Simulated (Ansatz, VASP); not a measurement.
## SiC (Moissanite): VASP beside Ansatz

Aim: how closely do two programs agree when they are given the same cell, functional and k mesh? The cell is taken from a series of runs on this material, whose earlier steps may have relaxed, scaled, displaced or heated it; both programs get it as it stands.

Program: Ansatz 0.2.0. Level of theory: plane waves, with VASP 6.6.1 beside it; zone-centre phonons at PBE. Results are calculated unless marked as measured.

### 1. The starting structure

It takes space group P6_3mc (No. 186, hexagonal). The conventional cell has a = 3.029 Å, b = 3.029 Å, c = 4.969 Å, α = 90.00°, β = 90.00°, γ = 120.00°. Nearest to C lie 4 Si at 1.85 to 1.87 Å. Nearest to Si lie 4 C at 1.85 to 1.87 Å. Farther neighbours are not listed.

Structure file:

```xyz
4
Lattice="3.0293 0.0000 0.0000 -1.5147 2.6235 0.0000 0.0000 0.0000 4.9688" Properties=species:S:1:pos:R:3 pbc="T T T"
C     0.0000    1.7490    1.8901
C     1.5147    0.8745    4.3745
Si    0.0000    1.7490    0.0229
Si    1.5147    0.8745    2.5073
```

### 2. VASP: zone-centre phonons, PBE, pair 1

Second derivatives magnify differences that forces hide, and they need a tight electronic threshold.

Lines of VASP's logs that name or quote its potential files are left out, and so is its time.

The input, INCAR:

```
SYSTEM = SiC
PREC = Accurate
ENCUT = 600
EDIFF = 1E-08
NELM = 120
ISMEAR = 0
SIGMA = 0.01
LREAL = .FALSE.
ALGO = Normal
GGA = PE
NBANDS = 14
LORBIT = 11
LWAVE = .FALSE.
LCHARG = .FALSE.
ISIF = 2
IBRION = 8
LEPSILON = .TRUE.
LASPH = .TRUE.
GGA_COMPAT = .FALSE.
EFERMI = MIDGAP
KPAR = 2
```

The input, POSCAR:

```
SiC
1.0
    3.0293380413      0.0000000000      0.0000000000
   -1.5146690206      2.6234837004      0.0000000000
    0.0000000000      0.0000000000      4.9688355259
C Si
2 2
Direct
    0.3333333334      0.6666666668      0.3803963287
    0.6666666668      0.3333333334      0.8803963287
    0.3333333334      0.6666666668      0.0046036713
    0.6666666668      0.3333333334      0.5046036713
```

The input, KPOINTS:

```
Automatic mesh
0
Gamma
12 12 6
0 0 0
```

The projector-augmented-wave data sets are C and Si (PBE family, release 64).

Launch:

```sh
mpirun -np 2 vasp_std
```

Numbers of over 12 decimals in the logs are rounded to 6 here.

What it wrote:

```text
[banner, memory and clock lines left out]
running    2 mpi-ranks, on    1 nodes
 distrk:  each k-point on    1 cores,    2 groups
 distr:  one band on    1 cores,    1 groups

 POSCAR found type information on POSCAR C Si
 POSCAR found :  2 types and       4 ions
 LDA part: xc-table for (Slater+PW92), standard interpolation
 POSCAR, INCAR and KPOINTS ok, starting setup
 FFT: planning ... GRIDC
 FFT: planning ... GRID_SOFT
 FFT: planning ... GRID
 WAVECAR not read
 entering main loop
       N       E                     dE             d eps       ncg     rms          rms(c)
DAV:   1     0.357950699433E+02    0.35795E+02   -0.80428E+03  2128   0.115E+03
DAV:   2    -0.308836888822E+02   -0.66679E+02   -0.61005E+02  3034   0.184E+02
DAV:   3    -0.339687225276E+02   -0.30850E+01   -0.30697E+01  2890   0.373E+01
DAV:   4    -0.339962770798E+02   -0.27555E-01   -0.27546E-01  2446   0.428E+00
DAV:   5    -0.339966073647E+02   -0.33028E-03   -0.33025E-03  2908   0.444E-01    0.132E+01
DAV:   6    -0.301342163001E+02    0.38624E+01   -0.87896E+00  2716   0.184E+01    0.602E+00
DAV:   7    -0.300203542939E+02    0.11386E+00   -0.11731E+00  2940   0.676E+00    0.255E+00
DAV:   8    -0.300032094085E+02    0.17145E-01   -0.55025E-02  2512   0.157E+00    0.634E-01
DAV:   9    -0.300018054144E+02    0.14040E-02   -0.79949E-03  2740   0.640E-01    0.124E-01
DAV:  10    -0.300020601804E+02   -0.25477E-03   -0.77225E-04  2722   0.182E-01    0.565E-02
DAV:  11    -0.300020827438E+02   -0.22563E-04   -0.85926E-05  2452   0.724E-02    0.131E-02
DAV:  12    -0.300020838941E+02   -0.11503E-05   -0.45077E-06  2812   0.150E-02    0.314E-03
DAV:  13    -0.300020843078E+02   -0.41377E-06   -0.25875E-07  2590   0.361E-03    0.233E-03
DAV:  14    -0.300020843273E+02   -0.19458E-07   -0.77543E-09  2218   0.707E-04    0.949E-04
DAV:  15    -0.300020843070E+02    0.20313E-07   -0.19780E-08  1924   0.897E-04    0.141E-04
DAV:  16    -0.300020843108E+02   -0.37796E-08   -0.12224E-09  1334   0.280E-04
   1 F= -.30002084E+02 E0= -.30002084E+02  d E =0.000000E+00
 Linear response reoptimize wavefunctions to high precision
DAV:   1    -0.300020843102E+02    0.54547E-09   -0.75842E-11  1532   0.759E-05
DAV:   2    -0.300020843102E+02    0.13642E-10   -0.10666E-11  1274   0.253E-05
 Linear response G [H, r] |phi>, progress :
  Direction:   1
       N       E                     dE             d eps       ncg     rms
RMM:   1    -0.693438682757E+02   -0.69344E+02    0.68275E+01  5537   0.641E+01
RMM:   2    -0.517149889147E+02    0.17629E+02   -0.61903E+00  3651   0.178E+01
RMM:   3    -0.517529839733E+02   -0.37995E-01   -0.94113E-02  3883   0.207E+00
RMM:   4    -0.517532532778E+02   -0.26930E-03   -0.30289E-03  4163   0.326E-01
RMM:   5    -0.517532485087E+02    0.47691E-05   -0.18600E-04  4143   0.601E-02
RMM:   6    -0.517532470221E+02    0.14866E-05   -0.24055E-05  4274   0.129E-02
RMM:   7    -0.517532458814E+02    0.11407E-05   -0.27030E-06  4182   0.304E-03
RMM:   8    -0.517532456332E+02    0.24821E-06   -0.38056E-06  4032   0.906E-04
RMM:   9    -0.517532455537E+02    0.79476E-07    0.89540E-06  3349   0.408E-04
RMM:  10    -0.517532455538E+02   -0.14138E-09    0.38751E-06  2861   0.285E-04
RMM:  11    -0.517532455409E+02    0.12907E-07    0.25488E-06  2666   0.258E-04
RMM:  12    -0.517532455422E+02   -0.12806E-08    0.67498E-06  2553   0.251E-04
RMM:  13    -0.517532455498E+02   -0.75969E-08    0.30496E-06  2289   0.250E-04
RMM:  14    -0.517532455549E+02   -0.50707E-08   -0.30037E-07  2062   0.251E-04
 Linear response G [H, r] |phi>, progress :
  Direction:   2
       N       E                     dE             d eps       ncg     rms
RMM:   1    -0.804784939789E+02   -0.80478E+02   -0.10639E+02  5366   0.608E+01
RMM:   2    -0.648130987808E+02    0.15665E+02   -0.47458E+00  3618   0.159E+01
RMM:   3    -0.648490912858E+02   -0.35993E-01   -0.60002E-02  3827   0.174E+00
RMM:   4    -0.648495845654E+02   -0.49328E-03   -0.12086E-03  4046   0.253E-01
RMM:   5    -0.648496167451E+02   -0.32180E-04   -0.30195E-05  4075   0.418E-02
RMM:   6    -0.648496194351E+02   -0.26900E-05   -0.33167E-06  4134   0.794E-03
RMM:   7    -0.648496194510E+02   -0.15897E-07   -0.42974E-06  4098   0.168E-03
RMM:   8    -0.648496194685E+02   -0.17467E-07   -0.68609E-06  3848   0.518E-04
RMM:   9    -0.648496194497E+02    0.18800E-07    0.41989E-06  3118   0.297E-04
RMM:  10    -0.648496194672E+02   -0.17537E-07    0.15543E-05  2691   0.260E-04
RMM:  11    -0.648496194986E+02   -0.31365E-07    0.36197E-06  2494   0.254E-04
RMM:  12    -0.648496194921E+02    0.64316E-08    0.23007E-06  2309   0.254E-04
RMM:  13    -0.648496194952E+02   -0.30531E-08   -0.38278E-06  2114   0.254E-04
 Linear response G [H, r] |phi>, progress :
  Direction:   3
       N       E                     dE             d eps       ncg     rms
RMM:   1    -0.831041396662E+02   -0.83104E+02   -0.78982E+01  5396   0.621E+01
RMM:   2    -0.581872570808E+02    0.24917E+02   -0.57900E+00  3579   0.164E+01
[...]
Linear response to external field, progress :
  Direction:   1
       N       E                     dE             d eps       ncg     rms          rms(c)
RMM:   1    -0.645121755461E+00   -0.64512E+00   -0.25068E+00 14243   0.355E+00
RMM:   2    -0.659711615751E+00   -0.14590E-01   -0.59679E-03 11578   0.508E-01    0.117E+00
[...]
RMM:   7    -0.722035574480E+00   -0.15871E-03   -0.66914E-07  3809   0.638E-03    0.213E-03
RMM:   8    -0.722123583061E+00   -0.88009E-04   -0.19899E-07  3877   0.321E-03    0.301E-04
RMM:   9    -0.722125408447E+00   -0.18254E-05   -0.68105E-09  3930   0.540E-04    0.970E-05
RMM:  10    -0.722126386214E+00   -0.97777E-06   -0.43433E-09  3430   0.146E-04    0.171E-05
RMM:  11    -0.722126232341E+00    0.15387E-06   -0.10179E-09  2212   0.444E-05    0.362E-06
 change of polarisation eV/A/(eV/A) component  3 :    -0.173    -0.099     1.347
 dielectric tensor                  component  3 :    -0.791    -0.452     7.171
 Linear response DOF=           4
 Linear response progress:
  Degree of freedom:   1/  4
       N       E                     dE             d eps       ncg     rms          rms(c)
RMM:   1    -0.129543148127E+00   -0.12954E+00    0.67526E-02 26507   0.207E+00
RMM:   2    -0.126567288373E+00    0.29759E-02   -0.35811E-03 19768   0.424E-01    0.217E-01
RMM:   3    -0.126588699695E+00   -0.21411E-04   -0.11739E-03 19151   0.205E-01    0.108E-01
RMM:   4    -0.127810604115E+00   -0.12219E-02   -0.10540E-03 19605   0.179E-01    0.205E-02
RMM:   5    -0.127740638777E+00    0.69965E-04   -0.16994E-05 21400   0.293E-02    0.326E-03
RMM:   6    -0.127787185566E+00   -0.46547E-04   -0.52032E-07 22359   0.600E-03    0.111E-03
RMM:   7    -0.127782834322E+00    0.43512E-05    0.19819E-06 22705   0.125E-03    0.262E-04
RMM:   8    -0.127784122329E+00   -0.12880E-05   -0.25917E-07 22904   0.301E-04    0.441E-05
RMM:   9    -0.127784025010E+00    0.97319E-07    0.79632E-08 22910   0.942E-05    0.958E-06
RMM:  10    -0.127784127958E+00   -0.10295E-06   -0.23370E-08 23247   0.284E-05    0.653E-06
RMM:  11    -0.127784059405E+00    0.68552E-07   -0.80307E-09 22255   0.159E-05    0.974E-07
RMM:  12    -0.127784068888E+00   -0.94821E-08   -0.10087E-08 21132   0.734E-06    0.418E-07
 first order change of Fermi-energy  -0.43797E+00
 force on displaced ion       1 direction 1 : -21.635   0.000  -0.000
 Born effective charge ion    1 direction 1 :  -2.692  -0.000  -0.000
 Linear response progress:
  Degree of freedom:   2/  4
       N       E                     dE             d eps       ncg     rms          rms(c)
RMM:   1    -0.142257073839E+00   -0.14226E+00    0.93952E-02  6016   0.215E+00
RMM:   2    -0.137383136870E+00    0.48739E-02   -0.16559E-03  4603   0.453E-01    0.231E-01
RMM:   3    -0.136956732402E+00    0.42640E-03   -0.23973E-03  4718   0.251E-01    0.115E-01
RMM:   4    -0.137636545255E+00   -0.67981E-03   -0.54984E-04  4737   0.125E-01    0.413E-02
RMM:   5    -0.137870050974E+00   -0.23351E-03   -0.29945E-05  4740   0.384E-02    0.889E-03
RMM:   6    -0.137899182973E+00   -0.29132E-04   -0.42313E-08  5047   0.758E-03    0.237E-03
RMM:   7    -0.137877800848E+00    0.21382E-04    0.32704E-06  4824   0.345E-03    0.709E-04
RMM:   8    -0.137884215667E+00   -0.64148E-05    0.38984E-08  5167   0.106E-03    0.209E-04
RMM:   9    -0.137884436566E+00   -0.22090E-06    0.28257E-08  5167   0.321E-04    0.598E-05
RMM:  10    -0.137884220173E+00    0.21639E-06    0.95215E-08  5151   0.976E-05    0.161E-05
RMM:  11    -0.137884305725E+00   -0.85552E-07   -0.23809E-08  5195   0.439E-05    0.472E-06
RMM:  12    -0.137884288525E+00    0.17200E-07    0.41159E-09  5299   0.147E-05    0.185E-06
RMM:  13    -0.137884291520E+00   -0.29950E-08    0.86054E-10  4831   0.858E-06    0.581E-07
 first order change of Fermi-energy   0.40700E+00
 force on displaced ion       1 direction 3 :  -0.000   0.000 -26.931
 Born effective charge ion    1 direction 3 :   0.000   0.000  -2.898
 Linear response progress:
  Degree of freedom:   3/  4
       N       E                     dE             d eps       ncg     rms          rms(c)
RMM:   1    -0.175618156889E-01   -0.17562E-01    0.21606E-04 30100   0.960E-01
RMM:   2    -0.148793577232E-01    0.26825E-02   -0.90472E-04 20110   0.238E-01    0.135E-01
RMM:   3    -0.147808921787E-01    0.98466E-04    0.75223E-05 20858   0.664E-02    0.775E-02
RMM:   4    -0.148548105421E-01   -0.73918E-04    0.55100E-05 19845   0.659E-02    0.104E-02
RMM:   5    -0.148434897849E-01    0.11321E-04   -0.12661E-05 21353   0.141E-02    0.210E-03
RMM:   6    -0.148413275531E-01    0.21622E-05    0.85059E-07 22206   0.240E-03    0.104E-03
RMM:   7    -0.148393082339E-01    0.20193E-05    0.26075E-07 22521   0.585E-04    0.973E-05
RMM:   8    -0.148392756091E-01    0.32625E-07   -0.15628E-07 22813   0.119E-04    0.231E-05
RMM:   9    -0.148393028562E-01   -0.27247E-07    0.44983E-08 22841   0.359E-05    0.753E-06
RMM:  10    -0.148392851273E-01    0.17729E-07   -0.80707E-09 22754   0.148E-05    0.134E-06
RMM:  11    -0.148392787837E-01    0.63436E-08    0.46391E-09 21759   0.512E-06    0.508E-07
 first order change of Fermi-energy  -0.85657E+00
 force on displaced ion       3 direction 1 : -22.237  -0.001   0.000
 Born effective charge ion    3 direction 1 :   2.691  -0.000  -0.000
 Linear response progress:
  Degree of freedom:   4/  4
       N       E                     dE             d eps       ncg     rms          rms(c)
RMM:   1    -0.342970591051E-01   -0.34297E-01    0.68081E-02  7362   0.150E+00
RMM:   2    -0.283292397883E-01    0.59678E-02   -0.21365E-03  4599   0.402E-01    0.159E-01
RMM:   3    -0.278884502414E-01    0.44079E-03   -0.36824E-04  4783   0.128E-01    0.851E-02
RMM:   4    -0.277323224988E-01    0.15613E-03   -0.22438E-04  4886   0.768E-02    0.316E-02
RMM:   5    -0.277091166543E-01    0.23206E-04   -0.11309E-04  4918   0.310E-02    0.611E-03
RMM:   6    -0.277055206855E-01    0.35960E-05   -0.25834E-06  4847   0.835E-03    0.199E-03
RMM:   7    -0.277050201933E-01    0.50049E-06   -0.43774E-06  5101   0.214E-03    0.716E-04
RMM:   8    -0.277058783655E-01   -0.85817E-06   -0.46526E-06  5014   0.100E-03    0.243E-04
RMM:   9    -0.277056246063E-01    0.25376E-06   -0.16223E-06  5171   0.303E-04    0.448E-05
RMM:  10    -0.277056041461E-01    0.20460E-07   -0.86840E-07  5201   0.851E-05    0.248E-05
RMM:  11    -0.277055364729E-01    0.67673E-07   -0.18835E-07  5076   0.433E-05    0.536E-06
RMM:  12    -0.277055057142E-01    0.30759E-07   -0.50189E-09  5225   0.108E-05    0.179E-06
RMM:  13    -0.277055048435E-01    0.87072E-09    0.85092E-09  4791   0.578E-06    0.670E-07
 first order change of Fermi-energy  -0.40701E+00
 force on displaced ion       3 direction 3 :  -0.000   0.000 -29.729
 Born effective charge ion    3 direction 3 :  -0.000   0.000   2.898
 Born effective charges drift removed
 Linear response finished
```

[end of part 1 of 3]

[Lines on the potential files, build, host, timing and source positions are cut from VASP's logs without a mark.]

[Logs are printed without paths, hosts, clocks, repeated set-up lines and the standing remarks that a program may print on its own settings, such as how far it seeks lower states.]

[Hosts, paths, dates, database ids (printed as entryN), source tags and the programs' standing remarks are cut or masked in the printed files.]
